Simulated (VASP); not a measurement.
AgBr (rock salt): the lattice constant a from VASP (plane waves, PAW) at several levels of theory. Static lattice.

| level | lattice constant a (Å) |
|---|---|
| LDA | 5.588 |
| PBE | 5.840 |
| PBEsol | 5.674 |
| HSE06 | 5.829 |
| HSEsol | 5.707 |
| PBE0 | 5.824 |

The cell of the LDA run:

```
CELL_PARAMETERS angstrom
      0.00000     2.79382     2.79382
      2.79382     0.00000     2.79382
      2.79382     2.79382     0.00000
ATOMIC_POSITIONS crystal
  Ag 0.00000 0.00000 0.00000
  Br 0.50000 0.50000 0.50000
```

Only levels that ran to the end are used. Left out are those held back, those with too coarse a band path, GW runs whose mesh misses a band edge, hybrids' fits of cells that aren't cubic and levels without matching references; a question may draw on a part of the rest.

The compound is AgBr in the rock salt structure.
